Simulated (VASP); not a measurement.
Calculation: LDA (Ceperley-Alder, Perdew-Zunger), VASP's LDA PAW potentials (set 64) (plane waves; VASP 6.6.1).

The input files of a VASP run:

### KPOINTS
```
Automatic mesh
0
Gamma
7 7 2
0 0 0
```

POSCAR:
```
MoTe2
1.0
  1.7382417553  -3.0107226303   0.0000000000
  1.7382417553   3.0107226303   0.0000000000
  0.0000000000   0.0000000000  13.8772980727
Te Mo
4 2
Cart
  1.7382417553   1.0035762172  12.2054083490
  1.7382417553  -1.0035762172   5.2667593127
  1.7382417553  -1.0035762172   1.6718897237
  1.7382417553   1.0035762172   8.6105387600
  1.7382417553   1.0035762172   3.4693245182
  1.7382417553  -1.0035762172  10.4079735545
```

INCAR:
```
SYSTEM  =  MoTe2
LWAVE  =  .FALSE.
NSW  =  60   # most ionic steps
IBRION  =  2
ISMEAR  =  0
LASPH  =  .TRUE.   # aspherical one-centre terms
PREC  =  Accurate
NELM  =  100
EDIFF  =  1E-6
ISIF  =  3
ALGO  =  Normal   # blocked Davidson
EDIFFG  =  -0.02
LREAL  =  .FALSE.
LMAXMIX  =  4   # l cut-off of mixed one-centre charges
SIGMA  =  0.05   # width (eV)
LCHARG  =  .FALSE.
ENCUT  =  520
```

POTCAR, in this order: Te Mo_sv (LDA.64 set). Program: vasp_std.

Output

**OSZICAR**
```
       N       E                     dE             d eps       ncg     rms          rms(c)
DAV:   1     0.422179296319E+03    0.42218E+03   -0.27004E+04  1152   0.151E+03
DAV:   2    -0.150092002793E+02   -0.43719E+03   -0.42864E+03  1215   0.366E+02
DAV:   3    -0.418663322474E+02   -0.26857E+02   -0.26201E+02  1238   0.731E+01
DAV:   4    -0.426101197084E+02   -0.74379E+00   -0.74114E+00  1213   0.121E+01
DAV:   5    -0.426297637049E+02   -0.19644E-01   -0.19640E-01  1314   0.208E+00    0.236E+01
DAV:   6    -0.417172565822E+02    0.91251E+00   -0.77398E+00  1218   0.151E+01    0.906E+00
DAV:   7    -0.416392600738E+02    0.77997E-01   -0.71380E+00  1104   0.116E+01    0.641E+00
DAV:   8    -0.412666641003E+02    0.37260E+00   -0.15827E+00  1148   0.611E+00    0.307E+00
DAV:   9    -0.412696003755E+02   -0.29363E-02   -0.25650E-01  1297   0.226E+00    0.136E+00
DAV:  10    -0.412614196418E+02    0.81807E-02   -0.54036E-02  1204   0.124E+00    0.304E-01
DAV:  11    -0.412615745149E+02   -0.15487E-03   -0.28793E-03  1297   0.262E-01    0.317E-01
DAV:  12    -0.412615624369E+02    0.12078E-04   -0.42730E-04  1202   0.850E-02    0.166E-01
DAV:  13    -0.412615126488E+02    0.49788E-04   -0.97881E-05  1209   0.592E-02    0.118E-01
DAV:  14    -0.412614992808E+02    0.13368E-04   -0.51098E-05  1223   0.301E-02    0.460E-02
DAV:  15    -0.412614995900E+02   -0.30917E-06   -0.11075E-06   776   0.553E-03
   1 F= -.41261500E+02 E0= -.41261500E+02  d E =-.412615E+02
       N       E                     dE             d eps       ncg     rms          rms(c)
DAV:   1    -0.412676716860E+02   -0.61724E-02   -0.12885E-01  1063   0.273E+00    0.700E-01
DAV:   2    -0.412645568353E+02    0.31149E-02   -0.70946E-02  1168   0.144E+00    0.469E-01
DAV:   3    -0.412619019054E+02    0.26549E-02   -0.17014E-02  1112   0.543E-01    0.163E-01
DAV:   4    -0.412618606433E+02    0.41262E-04   -0.96461E-04  1113   0.143E-01    0.623E-02
DAV:   5    -0.412618061039E+02    0.54539E-04   -0.30827E-04  1245   0.105E-01    0.726E-02
DAV:   6    -0.412618012828E+02    0.48211E-05   -0.73652E-05  1215   0.392E-02    0.116E-02
DAV:   7    -0.412618014242E+02   -0.14143E-06   -0.21821E-06   857   0.720E-03
   2 F= -.41261801E+02 E0= -.41261801E+02  d E =-.301834E-03
       N       E                     dE             d eps       ncg     rms          rms(c)
DAV:   1    -0.412620153209E+02   -0.21404E-03   -0.45598E-03  1062   0.514E-01    0.131E-01
DAV:   2    -0.412619054514E+02    0.10987E-03   -0.25131E-03  1189   0.272E-01    0.888E-02
DAV:   3    -0.412618112841E+02    0.94167E-04   -0.59594E-04  1112   0.102E-01    0.296E-02
DAV:   4    -0.412618097898E+02    0.14943E-05   -0.34242E-05   978   0.269E-02    0.118E-02
DAV:   5    -0.412618078711E+02    0.19187E-05   -0.10815E-05  1228   0.201E-02    0.137E-02
DAV:   6    -0.412618076987E+02    0.17238E-06   -0.21374E-06   686   0.704E-03
   3 F= -.41261808E+02 E0= -.41261808E+02  d E =-.308109E-03
       N       E                     dE             d eps       ncg     rms          rms(c)
DAV:   1    -0.412621420360E+02   -0.33416E-03   -0.59095E-03  1013   0.465E-01    0.989E-02
DAV:   2    -0.412620696091E+02    0.72427E-04   -0.16792E-03  1148   0.221E-01    0.811E-02
DAV:   3    -0.412620142254E+02    0.55384E-04   -0.28925E-04  1112   0.731E-02    0.194E-02
DAV:   4    -0.412620130395E+02    0.11859E-05   -0.23519E-05  1096   0.201E-02    0.178E-02
DAV:   5    -0.412620123155E+02    0.72397E-06   -0.75994E-06  1000   0.167E-02
   4 F= -.41262012E+02 E0= -.41262012E+02  d E =-.204617E-03
       N       E                     dE             d eps       ncg     rms          rms(c)
DAV:   1    -0.412636204377E+02   -0.16074E-02   -0.53383E-02  1020   0.140E+00    0.295E-01
DAV:   2    -0.412629694741E+02    0.65096E-03   -0.15023E-02  1155   0.660E-01    0.244E-01
DAV:   3    -0.412624719576E+02    0.49752E-03   -0.26490E-03  1076   0.218E-01    0.588E-02
DAV:   4    -0.412624611347E+02    0.10823E-04   -0.21686E-04  1224   0.610E-02    0.536E-02
DAV:   5    -0.412624548549E+02    0.62799E-05   -0.69007E-05  1193   0.495E-02    0.590E-02
DAV:   6    -0.412624532826E+02    0.15723E-05   -0.30182E-05  1036   0.215E-02    0.148E-02
DAV:   7    -0.412624531311E+02    0.15147E-06   -0.22463E-06   647   0.939E-03
   5 F= -.41262453E+02 E0= -.41262453E+02  d E =-.645432E-03
       N       E                     dE             d eps       ncg     rms          rms(c)
DAV:   1    -0.412671921255E+02   -0.47388E-02   -0.21288E-01  1020   0.279E+00    0.588E-01
DAV:   2    -0.412646185324E+02    0.25736E-02   -0.59555E-02  1155   0.131E+00    0.483E-01
DAV:   3    -0.412626348384E+02    0.19837E-02   -0.10700E-02  1084   0.437E-01    0.118E-01
DAV:   4    -0.412625924784E+02    0.42360E-04   -0.85405E-04  1193   0.122E-01    0.105E-01
DAV:   5    -0.412625662016E+02    0.26277E-04   -0.27252E-04  1142   0.990E-02    0.115E-01
DAV:   6    -0.412625595636E+02    0.66379E-05   -0.10927E-04  1171   0.413E-02    0.292E-02
DAV:   7    -0.412625593811E+02    0.18248E-06   -0.88940E-06   963   0.176E-02
   6 F= -.41262559E+02 E0= -.41262559E+02  d E =-.751682E-03
       N       E                     dE             d eps       ncg     rms          rms(c)
DAV:   1    -0.412633063558E+02   -0.74679E-03   -0.30620E-02  1020   0.106E+00    0.234E-01
DAV:   2    -0.412629400470E+02    0.36631E-03   -0.85959E-03  1155   0.500E-01    0.175E-01
DAV:   3    -0.412626521016E+02    0.28795E-03   -0.16258E-03  1075   0.170E-01    0.492E-02
DAV:   4    -0.412626470504E+02    0.50513E-05   -0.12135E-04  1169   0.465E-02    0.358E-02
DAV:   5    -0.412626419515E+02    0.50989E-05   -0.45772E-05  1164   0.404E-02    0.413E-02
DAV:   6    -0.412626408965E+02    0.10550E-05   -0.12635E-05   977   0.144E-02    0.969E-03
DAV:   7    -0.412626409370E+02   -0.40559E-07   -0.89811E-07   503   0.604E-03
   7 F= -.41262641E+02 E0= -.41262641E+02  d E =-.833238E-03
       N       E                     dE             d eps       ncg     rms          rms(c)
DAV:   1    -0.412639283557E+02   -0.12875E-02   -0.39271E-02  1000   0.131E+00    0.275E-01
DAV:   2    -0.412632915125E+02    0.63684E-03   -0.10531E-02  1163   0.526E-01    0.211E-01
DAV:   3    -0.412629180527E+02    0.37346E-03   -0.20025E-03  1075   0.194E-01    0.473E-02
DAV:   4    -0.412628788467E+02    0.39206E-04   -0.25197E-04  1114   0.762E-02    0.421E-02
DAV:   5    -0.412628733337E+02    0.55130E-05   -0.36243E-05  1210   0.330E-02    0.445E-02
DAV:   6    -0.412628731905E+02    0.14323E-06   -0.29696E-06   859   0.878E-03
   8 F= -.41262873E+02 E0= -.41262873E+02  d E =-.232253E-03
       N       E                     dE             d eps       ncg     rms          rms(c)
DAV:   1    -0.412726466511E+02   -0.97733E-02   -0.35425E-01  1000   0.393E+00    0.808E-01
DAV:   2    -0.412668635334E+02    0.57831E-02   -0.93988E-02  1163   0.157E+00    0.642E-01
DAV:   3    -0.412635480620E+02    0.33155E-02   -0.17089E-02  1083   0.573E-01    0.139E-01
DAV:   4    -0.412631978634E+02    0.35020E-03   -0.22563E-03  1145   0.226E-01    0.130E-01
DAV:   5    -0.412631474218E+02    0.50442E-04   -0.33292E-04  1196   0.101E-01    0.137E-01
DAV:   6    -0.412631456575E+02    0.17643E-05   -0.32896E-05  1189   0.285E-02    0.569E-02
DAV:   7    -0.412631456229E+02    0.34515E-07   -0.83790E-06   963   0.128E-02
   9 F= -.41263146E+02 E0= -.41263146E+02  d E =-.504686E-03
```

### OUTCAR
```
------------------------ aborting loop because EDIFF is reached ----------------------------------------
  FORCE on cell =-STRESS in cart. coord.  units (eV):
  Direction    XX          YY          ZZ          XY          YZ          ZX
  --------------------------------------------------------------------------------------
  Total        0.0618840      0.0618839      0.0498282      0.0000000      0.0000000      0.0000000
  in kB        0.6893690      0.6893688      0.5550711      0.0000000      0.0000000      0.0000000
  external PRESSURE =       0.6446030 kB  Pullay stress =       0.0000000 kB
  volume of cell :      143.83
      direct lattice vectors                 reciprocal lattice vectors
     1.736843550 -3.008300869  0.000000000     0.287878548 -0.166206780 -0.000000000
     1.736843550  3.008300869  0.000000000     0.287878548  0.166206780 -0.000000000
     0.000000000  0.000000000 13.763374999    -0.000000000  0.000000000  0.072656598
 POSITION                                       TOTAL-FORCE (eV/Angst)
 -----------------------------------------------------------------------------------
      1.73684      1.00277     12.12193         0.000000      0.000000      0.002711
      1.73684     -1.00277      5.24024         0.000000      0.000000      0.002711
      1.73684     -1.00277      1.64144        -0.000000     -0.000000     -0.002711
      1.73684      1.00277      8.52313         0.000000      0.000000     -0.002711
      1.73684      1.00277      3.44084        -0.000000      0.000000      0.000000
      1.73684     -1.00277     10.32253         0.000000     -0.000000      0.000000
 -----------------------------------------------------------------------------------
    total drift:                               -0.000240      0.001594     -0.000025
  FREE ENERGIE OF THE ION-ELECTRON SYSTEM (eV)
  ---------------------------------------------------
  free  energy   TOTEN  =       -41.2631456229 eV

  energy  without entropy=      -41.2631456229  energy(sigma->0) =      -41.26314562

 reached required accuracy - stopping structural energy minimisation
```
(Selected blocks of OUTCAR.)

### CONTCAR
```
MoTe2
   1.00000000000000
     1.7368435503229389   -3.0083008692284463    0.0000000000000000
     1.7368435503229389    3.0083008692284463    0.0000000000000000
     0.0000000000000000    0.0000000000000000   13.7633749992458299
  Te              Mo
     4     2
Direct
     0.3333330000000032    0.6666669999999968    0.8807382538687000
     0.6666669999999968    0.3333330000000032    0.3807382538686997
     0.6666669999999968    0.3333330000000032    0.1192617461313002
     0.3333330000000032    0.6666669999999968    0.6192617461313000
     0.3333330000000032    0.6666669999999968    0.2500000000000000
     0.6666669999999968    0.3333330000000032    0.7500000000000000
```

The compound is MoTe2 in the 2H layered structure. This run relaxes it. Symmetry was kept, so distortions that lower it aren't found. The start is the result of an earlier pass.
